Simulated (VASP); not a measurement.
A convergence study with VASP on BaO (rock salt): one setting is varied, all else stays as given below, so the limit is that of these other settings.

```yaml
crystal:
  lattice:
    - [0.00000, 2.77000, 2.77000]
    - [2.77000, 0.00000, 2.77000]
    - [2.77000, 2.77000, 0.00000]
  atoms:
    - { symbol: Ba, position: [0.00000, 0.00000, 0.00000] }
    - { symbol: O, position: [0.50000, 0.50000, 0.50000] }
```

These are PBE GGA, VASP's PBE PAW potentials (set 64) (plane waves; VASP) values and carry that method's errors. The tightest run used: 700 eV cut-off, 13×13×13 Monkhorst-Pack mesh, Gaussian smearing of 0.050 eV, potentials Ba_sv O.

Problem. The settings run are 1×1×1 mesh; 2×2×2 mesh; 3×3×3 mesh; 4×4×4 mesh; 5×5×5 mesh; 6×6×6 mesh; 7×7×7 mesh; 8×8×8 mesh; 9×9×9 mesh; 10×10×10 mesh; 11×11×11 mesh; 12×12×12 mesh; 13×13×13 mesh. From which on does the energy per atom stay within 0.002 eV/atom of the tightest run?

Solution. From 4×4×4 mesh on: it is off by 0.0006 there and by no more than 0.002 in any finer run, while 3×3×3 mesh is off by 0.0095.
```csv
setting,E (eV/atom),pressure (GPa),irreducible k-points,difference judged (eV/atom)
1×1×1 mesh,-2.3900,36.58,1,3.5089
2×2×2 mesh,-5.9691,1.79,2,0.0702
3×3×3 mesh,-5.8894,2.97,4,0.0095
4×4×4 mesh,-5.8995,2.90,10,0.0006
5×5×5 mesh,-5.8986,2.92,10,0.0003
6×6×6 mesh,-5.8989,2.92,28,0.0000
7×7×7 mesh,-5.8989,2.92,20,0.0000
8×8×8 mesh,-5.8989,2.92,60,0.0000
9×9×9 mesh,-5.8989,2.92,35,0.0000
10×10×10 mesh,-5.8989,2.92,110,0.0000
11×11×11 mesh,-5.8989,2.92,56,0.0000
12×12×12 mesh,-5.8989,2.92,182,0.0000
13×13×13 mesh,-5.8989,2.92,84,0.0000
```

Left out are rungs that failed or repeat a setting and relaxations that didn't move; long series are thinned to 24 rows.

The compound is BaO in the rock salt structure. The cell was not relaxed at this level.
